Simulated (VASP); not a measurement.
All values below come from LDA (Ceperley-Alder, Perdew-Zunger), VASP's LDA PAW potentials (set 64) (plane waves; VASP 6.6.1).

VASP input:

File KPOINTS:
```
Automatic mesh
0
Gamma
7 7 4
0 0 0
```

### INCAR
```
ALGO=Normal
EDIFF=1E-8
EDIFFG=-0.001
ENCUT=520
IBRION=1
ISIF=2
ISMEAR=0
LASPH=T
LCHARG=F
LREAL=F
LWAVE=F
NELM=100
NSW=30
PREC=Accurate
SIGMA=0.05
SYSTEM=AlN
```

### POSCAR
```
AlN
1
    1.5459248454    -2.6776203712     0.0000000000
    1.5459248454     2.6776203712     0.0000000000
    0.0000000000     0.0000000000     4.9514513911
Al N
2 2
Direct
  0.6666670000   0.3333330000   0.5000700257
  0.3333330000   0.6666670000   0.0000700257
  0.6666670000   0.3333330000   0.8819299743
  0.3333330000   0.6666670000   0.3819299743
```

POTCAR, in this order: Al N (LDA.64 set). Program: vasp_std.

Question: What does the run give for the energy per atom (σ→0)?

Answer: 
```yaml
energy per atom (σ→0): -8210 meV/atom
```

**OSZICAR**
```
...
DAV:   9    -0.328409818755E+02    0.40270E-02   -0.12062E-02   728   0.800E-01    0.207E-01
DAV:  10    -0.328411179453E+02   -0.13607E-03   -0.66023E-04   652   0.199E-01    0.103E-01
DAV:  11    -0.328410783953E+02    0.39550E-04   -0.99013E-05   656   0.856E-02    0.194E-02
DAV:  12    -0.328410783220E+02    0.73266E-07   -0.11535E-06   688   0.921E-03    0.597E-03
DAV:  13    -0.328410781092E+02    0.21280E-06   -0.12822E-06   708   0.874E-03    0.680E-04
DAV:  14    -0.328410781265E+02   -0.17302E-07   -0.21568E-08   592   0.129E-03    0.122E-03
DAV:  15    -0.328410781271E+02   -0.58822E-09   -0.51841E-09   360   0.621E-04
   1 F= -.32841078E+02 E0= -.32841078E+02  d E =-.328411E+02
```

The compound is AlN in the wurtzite structure. It was relaxed first. The start is the result of an earlier pass.
